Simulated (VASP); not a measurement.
Input of a VASP 6.6.1 run:

INCAR

```
SYSTEM = SrTiO3
PREC     = Accurate       ! precision mode
ENCUT    = 600            ! plane-wave cutoff, eV
EDIFF    = 1E-6           ! SCF threshold, eV
ISMEAR   = 0              ! smearing method
SIGMA    = 0.03           ! smearing width, eV
LREAL    = .FALSE.        ! projectors in reciprocal space
LASPH    = .TRUE.         ! aspherical terms in the spheres
NELM     = 80             ! most SCF steps
ALGO     = Normal         ! electronic algorithm
ISIF     = 3              ! what is computed and relaxed
LWAVE    = .FALSE.        ! write WAVECAR
LCHARG   = .FALSE.        ! write CHGCAR
GGA      = RP             ! functional
IBRION   = 2              ! ionic algorithm
NSW      = 90             ! ionic steps
EDIFFG   = -0.01          ! ionic threshold
```

The input KPOINTS:

```
regular mesh
0
G
  8 8 8
  0 0 0
```

Contents of POSCAR:

```
SrTiO3
1.0
    3.9052800000      0.0000000000      0.0000000000
    0.0000000000      3.9052800000      0.0000000000
    0.0000000000      0.0000000000      3.9052800000
Sr Ti O
1 1 3
Direct
    0.5000000000      0.5000000000      0.5000000000
    0.0000000000      0.0000000000      0.0000000000
    0.5000000000      0.0000000000      0.0000000000
    0.0000000000      0.5000000000      0.0000000000
    0.0000000000      0.0000000000      0.5000000000
```

Potentials or basis: VASP PAW PBE potentials, release 64 (Sr_sv, Ti_sv, O).

Launch:

```bash
$ cat potpaw_PBE.64/Sr_sv/POTCAR potpaw_PBE.64/Ti_sv/POTCAR potpaw_PBE.64/O/POTCAR > POTCAR
$ mpirun -np 1 vasp_std > vasp.out
```

(1) Predict the relaxed volume.

(2) Estimate the band gap on the k mesh.

Answers

(1) 12.57 Å³/atom.

(2) 1.80 eV, indirect (least direct gap 2.17 eV).

Caveat: the PAW data sets were made with another functional, which shifts forces and pressure a little.
